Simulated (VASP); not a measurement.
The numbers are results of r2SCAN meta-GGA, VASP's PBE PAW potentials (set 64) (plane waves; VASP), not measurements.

VASP input:

INCAR:
```
ALGO = Normal
EDIFF = 1E-5
EDIFFG = -0.03
ENCUT = 400
IBRION = 2
ISIF = 2
ISMEAR = 0
LASPH = .True.
LCHARG = .False.
LMAXMIX = 6
LMIXTAU = .True.
LREAL = .False.
LWAVE = .False.
METAGGA = R2SCAN
NELM = 100
NELMIN = 4
NSW = 20
PREC = Normal
SIGMA = 0.05
SYSTEM = WS2
```

**KPOINTS**
```
K-points
0
G
 11 11 3
```

POSCAR:
```
WS2
1
    3.1821732649    -0.0000000000     0.0000000000
   -1.5910866325     2.7558428640     0.0000000000
    0.0000000000     0.0000000000    12.9797058734
W S
2 4
Direct
  0.6666670000   0.3333330000   0.7500000000
  0.3333330000   0.6666670000   0.2500000000
  0.6666670000   0.3333330000   0.3780000000
  0.3333330000   0.6666670000   0.8780000000
  0.3333330000   0.6666670000   0.6220000000
  0.6666670000   0.3333330000   0.1220000000
```

POTCAR, in this order: W_sv S (PBE.64 set). Program: vasp_std.

### Question
What does the run give for the energy per atom (σ→0)?

### Answer

```json
{
 "energy per atom (σ→0)": "-23.361 eV/atom"
}
```

### OSZICAR
```
...
       N       E                     dE             d eps       ncg     rms          rms(c)
DAV:   1    -0.140163559592E+03   -0.17326E-02   -0.56681E-01  2054   0.294E+00    0.742E-01
DAV:   2    -0.140166023394E+03   -0.24638E-02   -0.24851E-02  2422   0.724E-01    0.290E-01
DAV:   3    -0.140166880472E+03   -0.85708E-03   -0.10737E-03  2187   0.237E-01    0.195E-01
DAV:   4    -0.140166832780E+03    0.47692E-04   -0.81074E-04  2352   0.160E-01    0.972E-02
DAV:   5    -0.140166933330E+03   -0.10055E-03   -0.32251E-04  2040   0.109E-01    0.232E-02
DAV:   6    -0.140166927183E+03    0.61471E-05   -0.26568E-05  1979   0.325E-02
   3 F= -.14016693E+03 E0= -.14016693E+03  d E =-.397017E+00
```

The compound is WS2 in the 2H layered structure. This run relaxes the ions in a fixed cell. Symmetry was kept, so distortions that lower it aren't found.
